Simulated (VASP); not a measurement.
```yaml
crystal:
  lattice:
    - [0.00000, 2.24377, 2.24377]
    - [2.24377, 0.00000, 2.24377]
    - [2.24377, 2.24377, 0.00000]
  atoms:
    - { symbol: Hf, position: [0.00000, 0.00000, 0.00000] }
    - { symbol: N, position: [0.50000, 0.50000, 0.50000] }
```

Level of theory: optB88-vdW, VASP's PBE PAW potentials (set 64) (plane waves; VASP). Numerical set-up: 520 eV cut-off, 14×14×14 Γ-centred mesh, first-order Methfessel-Paxton smearing of 0.10 eV, potentials Hf_pv N.

Question: Give the stress tensor in GPa (positive for a compressed cell).

Answer: 
```
8.98  0.00  0.00
0.00  8.98  0.00
0.00  0.00  8.98
```
The pressure is its mean diagonal, 8.98 GPa.

The compound is HfN in the rock salt structure. This cell is one point of a volume scan, at 0.97 of the reference volume. The electron count is odd and the run is not spin-polarised, which forces a metal.
